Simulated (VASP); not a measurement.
## SiGe (relaxed from the CsCl structure, space group Pm-3m): computed properties

Level of theory: r2SCAN meta-GGA, VASP's PBE PAW potentials (set 64) (plane waves; VASP 6.6.1).

```json
{
 "space_group": "Pm-3m (221)",
 "cell": "a = b = c = 3.2106 Å, α = β = γ = 90.00°",
 "volume_per_atom": "16.55 Å^3/atom",
 "band gap (over mesh and band path)": "none (metal, semimetal or under 0.01 eV)",
 "density": "5.05 g/cm³"
}
```

```cif
data_GeSi
_chemical_formula_sum 'Ge1 Si1'
_space_group_name_H-M_alt 'Pm-3m'
_space_group_IT_number 221
_space_group_name_Hall '-P 4 2 3'
_cell_length_a 3.21060
_cell_length_b 3.21060
_cell_length_c 3.21060
_cell_angle_alpha 90.000
_cell_angle_beta 90.000
_cell_angle_gamma 90.000
loop_
_atom_site_label
_atom_site_type_symbol
_atom_site_symmetry_multiplicity
_atom_site_Wyckoff_symbol
_atom_site_fract_x
_atom_site_fract_y
_atom_site_fract_z
_atom_site_occupancy
Ge1 Ge 1 a 0.00000 0.00000 0.00000 1
Si1 Si 1 b 0.50000 0.50000 0.50000 1
```

The structure was generated: SiGe was put into the CsCl type (Pm-3m), which need not be its known phase. It was relaxed first, which changed the volume by +26 %. Symmetry was kept, so distortions that lower it aren't found.
